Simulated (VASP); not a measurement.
The input files of a VASP run:

File KPOINTS:
```
Automatic mesh
0
Gamma
4 4 4
0 0 0
```

File POSCAR:
```
RuS2
1.0
  5.5760104615   0.0000000000   0.0000000000
  0.0000000000   5.5760104615   0.0000000000
  0.0000000000   0.0000000000   5.5760104615
Ru S
4 8
Cart
  0.0000000000   2.7880052308   2.7880052308
  2.7880052308   0.0000000000   2.7880052308
  0.0000000000   0.0000000000   0.0000000000
  2.7880052308   2.7880052308   0.0000000000
  3.4196892757   4.9443264166   0.6316840449
  0.6316840449   3.4196892757   4.9443264166
  3.4196892757   3.4196892757   3.4196892757
  2.1563211858   2.1563211858   2.1563211858
  4.9443264166   0.6316840449   3.4196892757
  4.9443264166   2.1563211858   0.6316840449
  0.6316840449   4.9443264166   2.1563211858
  2.1563211858   0.6316840449   4.9443264166
```

INCAR:
```
EDIFF = 1E-6
ISMEAR = 0   # Gaussian
NELM = 100   # most electronic steps
LREAL = .FALSE.
PREC = Accurate
SIGMA = 0.05
ISIF = 3   # ions, shape and volume
LMAXMIX = 4   # l cut-off of mixed one-centre charges
LCHARG = .FALSE.
NSW = 60   # most ionic steps
LWAVE = .FALSE.
ALGO = Normal   # blocked Davidson
GGA = PS   # PBEsol
EDIFFG = -0.02   # ionic stop
IBRION = 2   # conjugate gradients
ENCUT = 400   # plane-wave cut-off (eV)
SYSTEM = RuS2
LASPH = .TRUE.   # aspherical one-centre terms
```

POTCAR, in this order: Ru_pv S (PBE.64 set). Program: vasp_std.

Task: Write an equivalent input for Ansatz.

Result: One equivalent input (not run):
Ansatz 0.2 input:
```yaml
crystal:
  lattice:
    - [5.5760105, 0.0000000, 0.0000000]
    - [0.0000000, 5.5760105, 0.0000000]
    - [0.0000000, 0.0000000, 5.5760105]
  atoms:
    - { symbol: Ru, position: [0.0000000, 0.5000000, 0.5000000] }
    - { symbol: Ru, position: [0.5000000, 0.0000000, 0.5000000] }
    - { symbol: Ru, position: [0.0000000, 0.0000000, 0.0000000] }
    - { symbol: Ru, position: [0.5000000, 0.5000000, 0.0000000] }
    - { symbol: S, position: [0.6132860, 0.8867140, 0.1132860] }
    - { symbol: S, position: [0.1132860, 0.6132860, 0.8867140] }
    - { symbol: S, position: [0.6132860, 0.6132860, 0.6132860] }
    - { symbol: S, position: [0.3867140, 0.3867140, 0.3867140] }
    - { symbol: S, position: [0.8867140, 0.1132860, 0.6132860] }
    - { symbol: S, position: [0.8867140, 0.3867140, 0.1132860] }
    - { symbol: S, position: [0.1132860, 0.8867140, 0.3867140] }
    - { symbol: S, position: [0.3867140, 0.1132860, 0.8867140] }
kpoints:
  mp_grid: { grid: [4, 4, 4] }
hamiltonian:
  xc: pbesol
  pseudopotentials: { kind: paw }
scf:
  occupations: { method: gaussian, width: 0.05 }
  max_iter: 100
relax:
  max_steps: 60
  f_tol: 0.02
  cell: {}
output: { forces: true, stress: true, eigenvalues: true }
```
What does not carry over: each code has its own PAW files, so the cut-off isn't converted (ENCUT is set for VASP's; basis.ecutwfc is left out, and Ansatz then takes the one that its files recommend); Ansatz stops its SCF on the density residual and VASP on the energy change (EDIFF).

The compound is RuS2 in the pyrite structure. This run relaxes it. Symmetry was kept, so distortions that lower it aren't found. The start is the result of an earlier pass.
